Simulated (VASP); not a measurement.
All values below come from PBEsol GGA, VASP's PBE PAW potentials (set 64) (plane waves; VASP).

The input files of a VASP run:

File KPOINTS:
```
k-points along high-symmetry lines
8
Line-mode
Reciprocal
  0.000000   0.000000   0.000000 ! GAMMA
  0.500000  -0.500000   0.500000 ! X

  0.500000  -0.500000   0.500000 ! X
  0.325402  -0.325402   0.674598 ! F_0

 -0.325402   0.325402   0.325402 ! SIGMA_0
  0.000000   0.000000   0.000000 ! GAMMA

  0.000000   0.000000   0.000000 ! GAMMA
  0.466156   0.466156  -0.466156 ! LAMBDA_0

  0.533844  -0.466156   0.466156 ! G_0
  0.500000  -0.500000   0.500000 ! X

  0.000000   0.000000   0.000000 ! GAMMA
  0.000000   0.500000   0.000000 ! R

  0.000000   0.500000   0.000000 ! R
  0.250000   0.250000   0.250000 ! W

  0.250000   0.250000   0.250000 ! W
  0.500000   0.000000   0.000000 ! S

  0.500000   0.000000   0.000000 ! S
  0.000000   0.000000   0.000000 ! GAMMA

  0.000000   0.000000   0.000000 ! GAMMA
  0.000000   0.000000   0.500000 ! T

  0.000000   0.000000   0.500000 ! T
  0.250000   0.250000   0.250000 ! W
```

**INCAR**
```
# general
SYSTEM=SiO2
PREC  =Accurate
ENCUT =520
LREAL =.False.
LASPH =.True.
ICHARG=11

# electronic loop
EDIFF =1E-7   # SCF stop (eV)
NELM  =100   # most electronic steps
ALGO  =Normal   # blocked Davidson

# smearing
ISMEAR=0
SIGMA =0.05

# functional
GGA   =PS

# output
LWAVE =.False.
LCHARG=.False.
LORBIT=11   # lm-projected
```

### POSCAR
```
SiO2
1
   -2.6355180033     4.8005883609     4.4605692630
    2.6355180033    -4.8005883609     4.4605692630
    2.6355180033     4.8005883609    -4.4605692630
Si O
4 8
Direct
  0.9295940840   0.8448517871   0.0847422968
  0.0704059160   0.1551482129   0.9152577032
  0.2601094902   0.8448517871   0.4152577032
  0.7398905098   0.1551482129   0.5847422968
  0.1313214443   0.8813214443   0.2500000000
  0.8686785557   0.1186785557   0.7500000000
  0.7925545807   0.5000000000   0.7925545807
  0.2074454193   0.5000000000   0.2074454193
  0.2074454193   0.0000000000   0.7074454193
  0.7925545807   0.0000000000   0.2925545807
  0.0000000000   0.0000000000   0.0000000000
  0.5000000000   0.0000000000   0.5000000000
```

POTCAR, in this order: Si O (PBE.64 set). Program: vasp_std. Read from the step before: CHGCAR.

Output

OUTCAR:
```
 ion  position               nearest neighbor table
   1  0.930  0.845  0.085-  11 1.61   7 1.62  10 1.62   5 1.62   4 3.13   4 3.13
   2  0.070  0.155  0.915-  11 1.61   8 1.62   9 1.62   6 1.62   3 3.13   3 3.13
   3  0.260  0.845  0.415-  12 1.61   9 1.62   8 1.62   5 1.62   2 3.13   2 3.13
   4  0.740  0.155  0.585-  12 1.61  10 1.62   7 1.62   6 1.62   1 3.13   1 3.13
   5  0.131  0.881  0.250-   1 1.62   3 1.62
   6  0.869  0.119  0.750-   2 1.62   4 1.62
   7  0.793  0.500  0.793-   4 1.62   1 1.62
   8  0.207  0.500  0.207-   3 1.62   2 1.62
   9  0.207  0.000  0.707-   3 1.62   2 1.62
  10  0.793  0.000  0.293-   4 1.62   1 1.62
  11  0.000  0.000  0.000-   1 1.61   2 1.61
  12  0.500  0.000  0.500-   3 1.61   4 1.61
  LATTYP: Found a body centered orthorhombic cell.
 ALAT       =     5.2710360066
 B/A-ratio  =     1.6924829417
 C/A-ratio  =     1.8214970852
 Subroutine PRICEL returns:
 Original cell was already a primitive cell.
 Subroutine GETGRP returns: Found  8 space group operations
The static configuration has the point symmetry C_2h.
 The point group associated with its full space group is D_2h.
The dynamic configuration has the point symmetry C_2h.
 Subroutine INISYM returns: Found  8 space group operations
   k-points           NKPTS =     88   k-points in BZ     NKDIM =     88   number of bands    NBANDS=     39
...
```

**OSZICAR**
```
       N       E                     dE             d eps       ncg     rms          rms(c)
DAV:   1     0.446165217150E+03    0.44617E+03   -0.30094E+04  6864   0.143E+03
DAV:   2    -0.527459775716E+02   -0.49891E+03   -0.48206E+03  9266   0.310E+02
DAV:   3    -0.974440980636E+02   -0.44698E+02   -0.44461E+02  8075   0.104E+02
DAV:   4    -0.983438467051E+02   -0.89975E+00   -0.89805E+00  8569   0.155E+01
DAV:   5    -0.983632400503E+02   -0.19393E-01   -0.19384E-01  7950   0.219E+00
DAV:   6    -0.983640322923E+02   -0.79224E-03   -0.79212E-03  8840   0.395E-01
DAV:   7    -0.983640514051E+02   -0.19113E-04   -0.19111E-04  7950   0.619E-02
DAV:   8    -0.983640523126E+02   -0.90752E-06   -0.90743E-06  8432   0.117E-02
DAV:   9    -0.983640523469E+02   -0.34317E-07   -0.34303E-07  5889   0.227E-03
   1 F= -.98364052E+02 E0= -.98364052E+02  d E =-.104850E-17
```

**OUTCAR**
```
 val. band max:       -1.6258152167   @ k =   0.0000   0.0000   0.0000

 cond. band min:       3.8650733034   @ k =   0.0000   0.0000   0.0000



 k-point     1 :       0.0000    0.0000    0.0000
  band No.  band energies     occupation
      1     -21.0189      2.00000
      2     -20.1119      2.00000
      3     -19.6274      2.00000
      4     -19.5843      2.00000
      5     -19.0288      2.00000
      6     -18.9789      2.00000
      7     -18.9675      2.00000
      8     -18.9585      2.00000
      9     -10.5723      2.00000
     10     -10.1316      2.00000
     11      -9.5593      2.00000
     12      -7.4164      2.00000
     13      -7.2879      2.00000
     14      -7.2687      2.00000
     15      -7.2411      2.00000
     16      -6.7298      2.00000
     17      -5.0822      2.00000
     18      -4.8119      2.00000
     19      -4.2317      2.00000
     20      -4.1906      2.00000
     21      -3.7313      2.00000
     22      -3.7250      2.00000
     23      -3.6902      2.00000
     24      -3.6761      2.00000
     25      -3.0948      2.00000
     26      -3.0589      2.00000
     27      -3.0411      2.00000
     28      -2.8690      2.00000
     29      -2.6879      2.00000
     30      -2.3407      2.00000
     31      -2.0728      2.00000
     32      -1.6258      2.00000
     33       3.8651      0.00000
     34       6.8907      0.00000
     35       6.9271      0.00000
     36       7.0728      0.00000
     37       7.5177      0.00000
     38       7.5191      0.00000
     39       7.7531      0.00000

 k-point     2 :       0.0714   -0.0714    0.0714
  band No.  band energies     occupation
      1     -21.0093      2.00000
      2     -20.1257      2.00000
      3     -19.7303      2.00000
      4     -19.4756      2.00000
      5     -19.0270      2.00000
      6     -18.9799      2.00000
      7     -18.9666      2.00000
      8     -18.9587      2.00000
      9     -10.6841      2.00000
     10     -10.0298      2.00000
...
```

The density is held fixed in this step, so its total energy and stress have no physical meaning.

The structure comes from a computed database's SiO2 entry (Imma); how it stands against other phases isn't given here. It was relaxed first.
